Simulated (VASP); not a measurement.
All values below come from RPBE GGA, VASP's PBE PAW potentials (set 64) (plane waves; VASP 6.6.1).

A VASP calculation is set up with these files.

### POSCAR
```
InSb
1
    0.0000000000     3.3589572877     3.3589572877
    3.3589572877     0.0000000000     3.3589572877
    3.3589572877     3.3589572877     0.0000000000
In Sb
1 1
Direct
  0.0000000000   0.0000000000   0.0000000000
  0.2500000000   0.2500000000   0.2500000000
```

### INCAR
```
! general
SYSTEM  = InSb
PREC    = Accurate
ENCUT   = 520
LREAL   = F
LASPH   = T

! electronic loop
EDIFF   = 1E-7
NELM    = 100
ALGO    = Normal
LMAXMIX = 4

! smearing
ISMEAR  = 1
SIGMA   = 0.1

! functional
GGA     = RP

! ions
ISIF    = 2

! output
LWAVE   = F
LCHARG  = F
```

### KPOINTS
```
Automatic mesh
0
Gamma
9 9 9
0 0 0
```

POTCAR, in this order: In_d Sb (PBE.64 set). Program: vasp_std.

What will the output report for the number of irreducible k-points (NKPTS), largest plane-wave count, number of space-group operations, FFT grid (NGX, NGY, NGZ)?

| Property | Result |
|---|---|
| number of irreducible k-points (NKPTS) | 35 |
| largest plane-wave count | 2085 |
| number of space-group operations | 24 |
| FFT grid (NGX, NGY, NGZ) | 36 × 36 × 36 |

The compound is InSb in the zinc blende structure. It was relaxed first, which changed the volume by +11 %.
